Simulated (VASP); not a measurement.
# TaSi2: structure and properties in VASP

What structure does TaSi2 take at this level, and what are its properties? The steps: relaxing cell and atoms (vdW-DF2), second relaxation, single point with fields (vdW-DF2), band structure (vdW-DF2), total and projected DOS (vdW-DF2), core levels (vdW-DF2), optical spectrum (vdW-DF2) and density of states (vdW-DF2), changed input. The start is a cell from a database of measured crystal structures.

Calculated with VASP 6.6.1; vdW-DF2; plane waves and PAW (Ta_pv, Si).

This is a report of a sequence of runs, with most program output left out.

The database entry behind the starting cell has ideal inner coordinates that were not refined, so it need not match the best structure at ambient conditions.

## (1) The structure

Before any relaxation, the start is as follows. Symmetry: P6_222, No. 180, hexagonal system. Conventional cell: a = 4.780 Å, b = 4.780 Å, c = 6.564 Å, α = 90.00°, β = 90.00°, γ = 120.00°. Ta has 10 Si at 2.59 to 2.76 Å nearest. Nearest to Si lie 5 Si at 2.59 to 2.76 Å and 5 Ta at 2.59 to 2.76 Å. Farther neighbours are not listed.

Structure file:

```cif
data_structure
_symmetry_space_group_name_H-M 'P6_222'
_symmetry_Int_Tables_number 180
_cell_length_a 4.7800
_cell_length_b 4.7800
_cell_length_c 6.5640
_cell_angle_alpha 90.000
_cell_angle_beta 90.000
_cell_angle_gamma 120.000
_cell_volume 129.88
loop_
_atom_site_label
_atom_site_type_symbol
_atom_site_symmetry_multiplicity
_atom_site_Wyckoff_symbol
_atom_site_fract_x
_atom_site_fract_y
_atom_site_fract_z
_atom_site_occupancy
Ta1 Ta 3 d 0.00000 0.50000 0.16667 1
Si1 Si 6 j 0.33330 0.16665 0.16667 1
```

## (2) Relaxing cell and atoms (vdW-DF2)

The start need not lie at this functional's minimum. ISIF = 3 frees volume, shape and positions, and EDIFFG sets the threshold on forces and stress at which the search stops. vdW-DF2 was tuned for molecules and tends to expand solids. LUSE_VDW switches on a nonlocal correlation term for dispersion.

Contents of INCAR:

```
SYSTEM = TaSi2
PREC = Accurate
ENCUT = 400
EDIFF = 1E-06
NELM = 100
ISMEAR = 0
SIGMA = 0.05
LREAL = .FALSE.
ALGO = Normal
GGA = ML
AGGAC = 0
LUSE_VDW = .TRUE.
ZAB_VDW = -1.8867
LASPH = .TRUE.
NBANDS = 37
LORBIT = 11
LWAVE = .FALSE.
LCHARG = .FALSE.
KPAR = 4
IBRION = 2
NSW = 60
ISIF = 3
EDIFFG = -0.01
```

Contents of POSCAR:

```
TaSi2
1.0
    4.7800000000      0.0000000000      0.0000000000
   -2.3900000000      4.1396014301      0.0000000000
    0.0000000000      0.0000000000      6.5640000000
Ta Si
3 6
Direct
    0.0000000000      0.5000000000      0.1666666667
    0.5000000000      0.5000000000      0.8333333333
    0.5000000000      0.0000000000      0.5000000000
    0.3333000000      0.1666500000      0.1666666667
    0.1666500000      0.8333500000      0.8333333333
    0.8333500000      0.6667000000      0.5000000000
    0.6667000000      0.8333500000      0.1666666667
    0.8333500000      0.1666500000      0.8333333333
    0.1666500000      0.3333000000      0.5000000000
```

Contents of KPOINTS:

```
Automatic mesh
0
Gamma
6 6 4
0 0 0
```

PAW data sets: Ta_pv and Si (PBE family, release 64).

Launch:

```sh
> mpirun -np 4 vasp_std
```

Run time: 13 min. Hardware: 4 MPI ranks of Intel Xeon Platinum 8488C (Sapphire Rapids), shared host; peak memory 2 GiB.

This run has no spin polarisation. Its electron count is odd, so without a moment it is a metal by construction. The k-mesh is coarse for a metal. The PAW data sets were made with PBE, which is usual practice but a small mismatch for other functionals. The run keeps the 12 symmetry operations of its start, so it cannot find a distortion of lower symmetry.

The steps of the relaxation:

```tsv
step	energy less that of the first step (eV)	largest force (eV/Å)	pressure (GPa)	volume (Å³)
1	0.0000	0.7950	13.82	129.88
2	0.1081	0.0876	-11.99	154.72
3	-0.4755	0.4074	-0.81	140.87
4	-0.4757	0.4147	-0.53	140.61
5	-0.5252	0.2507	-0.32	140.54
6	-0.5339	0.1609	-0.13	140.48
7	-0.5465	0.0297	-0.17	140.20
8	-0.5468	0.0040	-0.16	140.15
9	-0.5468	0.0009	0.20	139.82
10	-0.5469	0.0017	0.01	139.99
```

```tsv
conventional cell, symmetrised	before	after	change
a (Å)	4.780	4.916	+2.8 %
b (Å)	4.780	4.916	+2.8 %
c (Å)	6.564	6.689	+1.9 %
volume (Å³/atom)	14.43	15.55	+7.8 %
```

The atoms that moved most (Å, as changes of fractional coordinates times the final cell):

```tsv
atom	dx	dy	dz	length
Si8	0.057	-0.033	0.000	0.065
Si5	-0.057	0.033	0.000	0.065
Si7	0.057	0.033	0.000	0.065
Si4	-0.057	-0.033	0.000	0.065
Si6	0.000	0.065	0.000	0.065
Si9	0.000	-0.065	0.000	0.065
```

The relaxed structure:

```xyz
9
Lattice="4.9159 0.0000 0.0000 -2.4580 4.2573 0.0000 0.0000 0.0000 6.6888" Properties=species:S:1:pos:R:3 pbc="T T T"
Ta   -1.2290    2.1287    1.1148
Ta    1.2290    2.1287    5.5740
Ta    2.4580    0.0000    3.3444
Si    1.1723    0.6768    1.1148
Si   -1.2856    3.5805    5.5740
Si    2.4580    2.9036    3.3444
Si    1.2856    3.5805    1.1148
Si    3.7436    0.6768    5.5740
Si    0.0000    1.3537    3.3444
```

Numbers from this step:

```yaml
electrons: 57
bands: 37
irreducible_k_points: 21
symmetry_operations: 12
free_energy_toten: -46.87 eV
energy_at_zero_smearing: -46.86 eV
fermi_energy: 8.633 eV
pressure: 0.01498 GPa
metallic: yes
scf_cycles_over_all_ionic_steps: 80
```

It ends with a largest force of 0.002 eV/Å and a pressure of 0.01 GPa. The volume lies +7.8 % from that of the database's start.

## (3) Second relaxation

The basis stayed that of the start cell while the cell moved. A rerun from the cell reached resets it; the error of the finite cutoff stays. The mesh changes with the cell too.

INCAR is that of step 2.

Contents of POSCAR:

```
TaSi2
1.0
    4.9159481553      0.0000000000      0.0000000000
   -2.4579740777      4.2573359862      0.0000000000
    0.0000000000      0.0000000000      6.6888484618
Ta Si
3 6
Direct
    0.0000000000      0.5000000000      0.1666666667
    0.5000000000      0.5000000000      0.8333333333
    0.5000000000      0.0000000000      0.5000000000
    0.3179671865      0.1589835932      0.1666666667
    0.1589835932      0.8410164068      0.8333333333
    0.8410164068      0.6820328135      0.5000000000
    0.6820328135      0.8410164068      0.1666666667
    0.8410164068      0.1589835932      0.8333333333
    0.1589835932      0.3179671865      0.5000000000
```

Contents of KPOINTS:

```
Automatic mesh
0
Gamma
5 5 4
0 0 0
```

Launch:

```sh
> mpirun -np 4 vasp_std
```

It took 5 min on 4 MPI ranks; peak memory 2 GiB; 19 min of CPU time.

Relaxation path:

```tsv
step	energy less that of the first step (eV)	largest force (eV/Å)	pressure (GPa)	volume (Å³)
1	0.0000	0.0254	-0.11	139.99
2	-0.0004	0.0084	0.06	139.77
3	-0.0004	0.0114	0.03	139.80
4	-0.0005	0.0048	-0.01	139.84
```

```tsv
conventional cell, symmetrised	before	after	change
a (Å)	4.916	4.911	-0.1 %
b (Å)	4.916	4.911	-0.1 %
c (Å)	6.689	6.695	+0.1 %
volume (Å³/atom)	15.55	15.54	-0.1 %
```

Final coordinates:

```
Ta Si
1.0
     4.91103    0.00000    0.00000
    -2.45551    4.25308    0.00000
     0.00000    0.00000    6.69530
Ta Si
3 6
Direct
  0.00000 0.50000 0.16667
  0.50000 0.50000 0.83333
  0.50000 0.00000 0.50000
  0.31759 0.15880 0.16667
  0.15880 0.84120 0.83333
  0.84120 0.68241 0.50000
  0.68241 0.84120 0.16667
  0.84120 0.15880 0.83333
  0.15880 0.31759 0.50000
```

Numbers from this step:

```yaml
irreducible_k_points: 15
energy_at_zero_smearing: -46.87 eV
fermi_energy: 8.638 eV
pressure: -0.01078 GPa
scf_cycles_over_all_ionic_steps: 29
```

It ends with a largest force of 0.005 eV/Å and a pressure of -0.01 GPa. The volume moved by only 0.10 %, so the volume is settled.

## (4) Single point with fields (vdW-DF2)

The relaxed cell gets a fresh self-consistent run, on a basis set for its own volume, to fix the density and to check the remaining stress.

Changes to INCAR since step 3:

```diff
@@ -17,7 +17,5 @@
 LWAVE = .FALSE.
-LCHARG = .FALSE.
-KPAR = 4
-IBRION = 2
-NSW = 60
-ISIF = 3
-EDIFFG = -0.01
+LCHARG = .TRUE.
+ISIF = 2
+LELF = .TRUE.
+LVHAR = .TRUE.
```

Contents of POSCAR:

```
TaSi2
1.0
    4.9110280863      0.0000000000      0.0000000000
   -2.4555140432      4.2530750815      0.0000000000
    0.0000000000      0.0000000000      6.6952973618
Ta Si
3 6
Direct
    0.0000000000      0.5000000000      0.1666666667
    0.5000000000      0.5000000000      0.8333333333
    0.5000000000      0.0000000000      0.5000000000
    0.3175932951      0.1587966475      0.1666666667
    0.1587966475      0.8412033525      0.8333333333
    0.8412033525      0.6824067049      0.5000000000
    0.6824067049      0.8412033525      0.1666666667
    0.8412033525      0.1587966475      0.8333333333
    0.1587966475      0.3175932951      0.5000000000
```

KPOINTS is that of step 3.

Launch:

```sh
> mpirun -np 4 vasp_std
```

It took 54 s on 4 MPI ranks; peak memory 1 GiB.

This step gave:

```yaml
scf_cycles: 14
bands: 40
pressure: -0.01447 GPa
```

Valence electrons inside each PAW sphere by angular momentum. Sphere charges, by row:

```tsv
atom	s (e)	p (e)	d (e)	tot (e)
Ta1	0.267	6.16	2.446	8.872
Ta2	0.267	6.16	2.446	8.872
Ta3	0.267	6.16	2.446	8.872
Si4	0.76	0.855	0	1.615
Si5	0.76	0.855	0	1.615
Si6	0.76	0.855	0	1.615
Si7	0.76	0.855	0	1.615
Si8	0.76	0.855	0	1.615
Si9	0.76	0.855	0	1.615
```

ELF in the ab plane at fractional z = 0.167, with atoms of Ta and Si within 0.2 Å of it. It is the smooth field of the valence electrons, not physical close to the nuclei.

Ten even steps from '0' (0.01) to '9' (0.76), each cell a mean:
```
78999656765688
77876568522588
44333588414896
33323798558973
55533798789734
12533676675344
02433555543341
14435666542440
44368778852443
33798679952344
37984369842233
68851278645666
78743576568998
88888765689998
```
Columns run along a (4.9 Å), rows up along b (4.9 Å). Atoms in or near the plane, at fractional coordinates: Ta at (0.00, 0.50), Si at (0.32, 0.16), Si at (0.68, 0.84).

Valence density in the ab plane at fractional z = 0.167, with atoms of Ta and Si within 0.2 Å of it. It is the smooth field of the valence electrons, not physical close to the nuclei.

Ten even steps from '0' (-0.1 e/Å³) to '9' (4.2 e/Å³), each cell a mean:
```
00110000000010
00000000000010
00000001000100
11100001001100
34310000010001
87410000000025
98310000000148
85200000000269
42100000000256
10011011000122
00110001000010
00100000000000
00100000000100
00111000001110
```
Columns run along a (4.9 Å), rows up along b (4.9 Å). Atoms in or near the plane, at fractional coordinates: Ta at (0.00, 0.50), Si at (0.32, 0.16), Si at (0.68, 0.84).

Electrostatic potential energy in the ab plane at fractional z = 0.167, with atoms of Ta and Si within 0.2 Å of it. With pseudopotentials it is smooth inside the atoms' cores, unlike the true potential.

Ten even steps from '0' (-89 eV) to '9' (0 eV), each cell a mean:
```
99989999831379
99999998400389
99999996101699
98899996326899
88889998789998
77789999999987
77889999999877
77899999999877
78999889999877
89996458999888
99951038999999
99720058999999
99610379999999
99745899987789
```
Columns run along a (4.9 Å; values clipped at the 3rd and 97th percentile), rows up along b (4.9 Å). Atoms in or near the plane, at fractional coordinates: Ta at (0.00, 0.50), Si at (0.32, 0.16), Si at (0.68, 0.84).

In this run the pressure is -0.01 GPa, small enough to go on.

## (5) Band structure (vdW-DF2)

Levels along the symmetry lines show where the bands peak and cross; KPOINTS_OPT computes them in the converged potential.

Changes to INCAR since step 4:

```diff
@@ -14,8 +14,6 @@
 LASPH = .TRUE.
-NBANDS = 37
+NBANDS = 50
 LORBIT = 11
 LWAVE = .FALSE.
-LCHARG = .TRUE.
-ISIF = 2
-LELF = .TRUE.
-LVHAR = .TRUE.
+LCHARG = .FALSE.
+KPAR = 4
```

POSCAR is that of step 4.

KPOINTS is that of step 4.

Contents of KPOINTS_OPT:

```
Line mode
12
Line-mode
Reciprocal
  0.00000000   0.00000000   0.00000000 GAMMA
  0.50000000   0.00000000   0.00000000 M

  0.50000000   0.00000000   0.00000000 M
  0.33333333   0.33333333   0.00000000 K

  0.33333333   0.33333333   0.00000000 K
  0.00000000   0.00000000   0.00000000 GAMMA

  0.00000000   0.00000000   0.00000000 GAMMA
  0.00000000   0.00000000   0.50000000 A

  0.00000000   0.00000000   0.50000000 A
  0.50000000   0.00000000   0.50000000 L

  0.50000000   0.00000000   0.50000000 L
  0.33333333   0.33333333   0.50000000 H

  0.33333333   0.33333333   0.50000000 H
  0.00000000   0.00000000   0.50000000 A

  0.50000000   0.00000000   0.50000000 L
  0.50000000   0.00000000   0.00000000 M

  0.33333333   0.33333333   0.00000000 K
  0.33333333   0.33333333   0.50000000 H
```

Launch:

```sh
> mpirun -np 4 vasp_std
```

Elapsed: 3.4 min, on 4 MPI ranks; peak memory 2 GiB; 13 min of CPU time.

Spin-orbit coupling is off here; with elements this heavy it splits and shifts levels by tenths of an eV or more.

Numbers from this step:

```yaml
bands: 50
pressure: -0.01391 GPa
```

Electronic bands along the path, in eV, zero at the Fermi level; # counts the bands kept:

```tsv
point	#15	#16	#17	#18	#19	#20	#21	#22
Γ	-2.23	-1.96	-1.96	-1.34	0.89	2.88	2.88	2.89
0.45 of the way	-1.74	-1.73	-1.37	-1.37	0.63	1.64	2.04	2.68
M	-0.97	-0.57	-0.06	0.03	0.92	0.98	1.35	1.92
0.45 of the way	-1.21	-0.91	0.14	0.17	0.79	1.16	1.70	2.08
K	-1.50	-1.50	0.45	0.45	0.55	1.83	1.83	2.22
0.45 of the way	-1.73	-1.26	-0.96	-0.58	0.36	1.02	2.24	2.32
Γ	-2.23	-1.96	-1.96	-1.34	0.89	2.88	2.88	2.89
0.45 of the way	-1.94	-1.88	-1.45	-0.96	1.39	2.36	2.46	2.97
A	-1.87	-1.67	-1.67	1.15	1.15	2.19	2.19	3.15
0.45 of the way	-1.91	-1.77	-1.72	0.34	0.76	1.22	1.69	2.14
L	-1.81	-1.76	-0.59	-0.32	1.45	1.73	2.28	2.33
0.55 of the way	-1.24	-0.48	-0.33	-0.33	1.25	1.82	1.85	2.19
H	-0.68	-0.68	-0.08	-0.08	0.93	1.64	1.64	2.08
0.45 of the way	-1.70	-1.54	-1.40	0.02	1.18	1.23	1.45	1.93
A	-1.87	-1.67	-1.67	1.15	1.15	2.19	2.19	3.15
jump to L	-1.81	-1.76	-0.59	-0.32	1.45	1.73	2.28	2.33
0.45 of the way	-1.08	-1.03	-0.67	-0.21	1.25	1.52	1.64	2.06
M	-0.97	-0.57	-0.06	0.03	0.92	0.98	1.35	1.92
jump to K	-1.50	-1.50	0.45	0.45	0.55	1.83	1.83	2.22
0.45 of the way	-1.21	-1.20	0.28	0.32	0.75	1.76	1.99	2.30
H	-0.68	-0.68	-0.08	-0.08	0.93	1.64	1.64	2.08
```

Of the projections kept (Ta, Si), the largest for each band there; the rest of the weight can lie on other orbitals:

```tsv
point	#15	#16	#17	#18	#19	#20	#21	#22
Γ	Ta 0.55	Ta 0.84	Ta 0.84	Ta 0.63	Ta 0.98	Ta 0.78	Ta 0.78	Ta 0.55
M	Ta 0.84	Ta 0.88	Ta 0.66	Ta 0.95	Ta 0.95	Si 0.68	Si 0.57	Ta 0.67
K	Ta 0.69	Ta 0.69	Ta 0.88	Ta 0.88	Ta 0.92	Si 0.53	Si 0.53	Ta 0.87
Γ	Ta 0.55	Ta 0.84	Ta 0.84	Ta 0.63	Ta 0.98	Ta 0.78	Ta 0.78	Ta 0.55
A	Ta 0.87	Ta 0.55	Ta 0.55	Ta 0.87	Ta 0.87	Si 0.79	Si 0.79	Ta 0.88
L	Ta 0.87	Si 0.56	Ta 0.80	Ta 0.73	Ta 0.87	Ta 0.81	Ta 0.75	Ta 0.54
```

There is no gap at this level.

## (6) Total and projected DOS (vdW-DF2)

A density of states needs more k-points than a total energy; ISMEAR = -5 takes tetrahedra, and LORBIT projects the states on the PAW spheres. The mesh is finer than in the run before.

Changes to INCAR since step 5:

```diff
@@ -5,3 +5,3 @@
 NELM = 100
-ISMEAR = 0
+ISMEAR = -5
 SIGMA = 0.05
@@ -19 +19,2 @@
 KPAR = 4
+NEDOS = 2001
```

POSCAR is that of step 5.

Contents of KPOINTS:

```
Automatic mesh
0
Gamma
8 8 5
0 0 0
```

Launch:

```sh
> mpirun -np 4 vasp_std
```

The job ended after 2.5 min (4 MPI ranks; peak memory 2.1 GiB; 8.9 min of CPU time).

With tetrahedra the forces and stress of a metal are not exact derivatives of the energy.

Numbers from this step:

```yaml
irreducible_k_points: 30
free_energy_toten: -46.88 eV
fermi_energy: 8.626 eV
pressure: 0.05937 GPa
dos_at_the_fermi_level: 4.028 states/eV/cell
```

The density of states has structure finer than the step of the table below, so its rows give means over 0.5 eV, whole bins alone (the curve runs from -12.0 to 2.77 eV). Peaks (eV: height): total -2.50: 11.6, -2.15: 13.0, -1.92: 16.3, 2.16: 10.6; Ta d -2.15: 3.87, -1.92: 5.47, 2.16: 4.70, 2.42: 3.51; Si p -4.77: 1.50, -2.50: 2.19, -2.15: 2.15, -1.92: 2.43; Si s -9.85: 1.000, -9.36: 0.955, -8.52: 1.01, -7.40: 1.22.

States under -12.0 eV and over 2.8 eV are left out. Density of states against energy, zero at the Fermi level; means over each step; values in states/eV/cell:

```tsv
energy (eV)	total	Ta d	Si p	Si s
-11.5	1.11	0.00607	0.0243	0.370
-11.0	1.75	0.0162	0.0495	0.588
-10.5	1.16	0.0167	0.0422	0.384
-10.0	2.15	0.0473	0.0895	0.696
-9.5	1.89	0.0619	0.0856	0.615
-9.0	2.07	0.0938	0.115	0.643
-8.5	2.70	0.157	0.165	0.818
-8.0	1.86	0.124	0.112	0.569
-7.5	2.78	0.181	0.171	0.851
-7.0	2.53	0.167	0.156	0.757
-6.5	1.86	0.147	0.127	0.533
-6.0	1.22	0.111	0.175	0.171
-5.5	3.24	0.322	0.614	0.195
-5.0	3.91	0.451	0.787	0.193
-4.5	3.44	0.440	0.648	0.199
-4.0	3.42	0.511	0.639	0.171
-3.5	3.74	0.621	0.694	0.214
-3.0	4.64	0.895	0.843	0.218
-2.5	7.83	1.94	1.42	0.163
-2.0	11.0	3.43	1.75	0.119
-1.5	5.73	2.01	0.772	0.0865
-1.0	3.36	1.38	0.413	0.0567
-0.5	1.82	0.807	0.207	0.0339
0.0	3.31	1.55	0.330	0.0674
0.5	2.03	1.02	0.153	0.0516
1.0	3.92	1.61	0.414	0.293
1.5	3.35	1.15	0.450	0.293
2.0	5.64	2.27	0.666	0.371
2.5	6.65	2.65	0.667	0.412
```

The finer mesh and the other smearing move the Fermi level by -0.01 eV from the 5×5×4 run, a small shift, which tests the Fermi level alone. Of the states within 0.3 eV of the Fermi level, the largest shares in the PAW spheres are Ta d 47 % and Si p 10 %. The rest lies in smaller channels or between the spheres.

## (7) Core levels (vdW-DF2)

Core levels shift with the potential at each site, so they tell like atoms on unlike sites apart.

Changes to INCAR since step 6:

```diff
@@ -5,3 +5,3 @@
 NELM = 100
-ISMEAR = -5
+ISMEAR = 0
 SIGMA = 0.05
@@ -14,3 +14,3 @@
 LASPH = .TRUE.
-NBANDS = 50
+NBANDS = 37
 LORBIT = 11
@@ -19,2 +19,2 @@
 KPAR = 4
-NEDOS = 2001
+ICORELEVEL = 1
```

POSCAR is that of step 6.

Contents of KPOINTS:

```
Automatic mesh
0
Gamma
5 5 4
0 0 0
```

Launch:

```sh
> mpirun -np 4 vasp_std
```

Wall time 2.2 min (4 MPI ranks); peak memory 2 GiB.

These are scalar-relativistic Kohn-Sham levels of the ground state, with no core hole, so they are not binding energies.

This step gave:

```
bands                : 37
irreducible k-points : 15
free energy (TOTEN)  : -46.87 eV
Fermi energy         : 8.638 eV
pressure             : -0.01499 GPa
```

(Continued in part 2 of 2.)

[Lines on the potential files, build, host, timing and source positions are cut from VASP's logs without a mark.]

[Logs are printed without paths, hosts, clocks, repeated set-up lines and the standing remarks that a program may print on its own settings, such as how far it seeks lower states.]

[Hosts, paths, dates, database ids (printed as entryN), source tags and the programs' standing remarks are cut or masked in the printed files.]

[A measured line is paired with the nearest computed mode of its activity, which favours agreement.]
